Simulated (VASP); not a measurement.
# AlCo: relaxation of cell and atoms with LDA

Crystal: AlCo.

```
CELL_PARAMETERS angstrom
2.81940 0.00000 0.00000
0.00000 2.81940 0.00000
0.00000 0.00000 2.81940
ATOMIC_POSITIONS crystal
Al 0.00000 0.00000 0.00000
Co 0.50000 0.50000 0.50000
```

The cell is a database's computed one.

```yaml
Program: VASP 6.6.1
Task: relaxation of cell and atoms
Functional: LDA
Potentials_or_basis: VASP PAW LDA potentials, release 64 (Al, Co)
Cutoff: 600 eV
k_mesh: 14 × 14 × 14
Occupations: methfessel-paxton, width 0.1 eV
Spin: no spin polarisation
Further_INCAR_settings: ALGO = Normal; EDIFF = 1e-06; IBRION = 2; EDIFFG = -0.01; NSW = 90; ISIF = 3
```

```json
{"Relaxed volume": "10.92 Å³/atom", "Relaxed cell": "a = 2.795 Å, b = 2.795 Å, c = 2.795 Å, α = 90.00°, β = 90.00°, γ = 90.00°", "Space group after relaxing (to 0.05 Å)": "Pm-3m (No. 221)", "Energy gained by relaxing": "4.8 meV/atom", "Ionic steps": "3", "Pressure after relaxing": "0.0 GPa", "Band gap on the k mesh": "none (metal or under the smearing width)"}
```

The path:
| step | energy change (eV) | largest force (eV/Å) | pressure (GPa) | volume (Å³) |
| --- | --- | --- | --- | --- |
| 1 | 0.0000 | 0.0000 | -5.15 | 22.41 |
| 2 | 0.0005 | 0.0000 | 5.83 | 21.26 |
| 3 | -0.0096 | 0.0000 | -0.05 | 21.83 |

Final structure:
```
Al Co
1.0
     2.79495    0.00000    0.00000
     0.00000    2.79495    0.00000
     0.00000    0.00000    2.79495
Al Co
1 1
Direct
  0.00000 0.00000 0.00000
  0.50000 0.50000 0.50000
```

Levels at points of the mesh, in eV from the Fermi level:
| k point | band 3 | band 4 | band 5 | band 6 | band 7 | band 8 | band 9 | band 10 |
| --- | --- | --- | --- | --- | --- | --- | --- | --- |
| (0.00, 0.00, 0.00) | -3.29 | -0.91 | -0.91 | -0.91 | 6.21 | 6.21 | 6.21 | 9.03 |
| (0.50, 0.00, 0.00) | -2.66 | -1.86 | -1.86 | -0.78 | 0.15 | 8.52 | 10.88 | 10.88 |
| (0.50, 0.50, 0.00) | -2.77 | -2.77 | -1.64 | -1.64 | -0.32 | 2.56 | 3.82 | 13.26 |
| (0.50, 0.50, 0.50) | -4.22 | -0.28 | -0.28 | 2.40 | 2.40 | 2.40 | 4.54 | 5.69 |

Run time: 16 s on 1 thread of Intel(R) Xeon(R) 6975P-C (Granite Rapids), with other jobs on the host, peak memory 0.16 GiB.

Spin polarisation is off, so any magnetic state and its effect on volume and gap are missing.
